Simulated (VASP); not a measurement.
Consider the following.

```xyz
2
Lattice="0.0000 2.3360 2.3360 2.2659 0.0000 2.3360 2.2659 2.3360 0.0000" Properties=species:S:1:pos:R:3 pbc="T T T"
Zr     0.0000     0.0000     0.0000
C      2.2659     2.3360     2.3360
```

Computed with PBEsol GGA, VASP's PBE PAW potentials (set 64) (plane waves; VASP). Numerical set-up: 600 eV cut-off, 12×12×12 Γ-centred mesh, first-order Methfessel-Paxton smearing of 0.10 eV, potentials Zr_sv C.

Q: Give the stress tensor in GPa (positive for a compressed cell).

A: 
```
17.07   0.00   0.00
 0.00   3.32   0.00
 0.00   0.00   3.32
```
The pressure is its mean diagonal, 7.90 GPa.

The compound is ZrC in the rock salt structure. This cell was strained or had an atom moved on purpose.
